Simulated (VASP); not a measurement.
A run of VASP 6.6.1:

File INCAR:

```
ALGO = Fast ; EDIFF = 1E-7
EDIFFG = -0.15 ; ENCUT = 520
GGA = PE ; IBRION = 2
ISIF = 3 ; ISMEAR = 0
KPAR = 4 ; LASPH = T
LCHARG = F ; LREAL = F
LWAVE = F ; NELM = 60
NSW = 80 ; PREC = Accurate
SIGMA = 0.1
```

The input KPOINTS:

```
k-points
0
Gamma
  18 18 18
```

POSCAR

```
Si2Mo                                   
1.0
   -1.6096808590      1.6096808590      3.9315581669
    1.6096808590     -1.6096808590      3.9315581669
    1.6096808590      1.6096808590     -3.9315581669
  Si              Mo            
     2     1
Direct
     0.3351663198314148    0.3351663198314148    0.0000000000000000
     0.6648336801685851    0.6648336801685851    1.0000000000000000
     0.0000000000000000    0.0000000000000000    0.0000000000000000
```

Potentials or basis: VASP PAW PBE potentials, release 64 (Si, Mo_sv).

Command:

```sh
$ cat potpaw_PBE.64/Si/POTCAR potpaw_PBE.64/Mo_sv/POTCAR > POTCAR
$ mpirun -np 4 vasp_std > vasp.out
```

Hardware: 4 MPI ranks on Intel(R) Xeon(R) 6975P-C (Granite Rapids), on a shared host.

Problem. How long does it take, and how much memory?

Solution. Run time: 58 s on 4 MPI ranks on Intel(R) Xeon(R) 6975P-C (Granite Rapids), on a shared host, peak memory 0.43 GiB a rank. Counts: scf iterations 16, k points 480, ion steps 1.
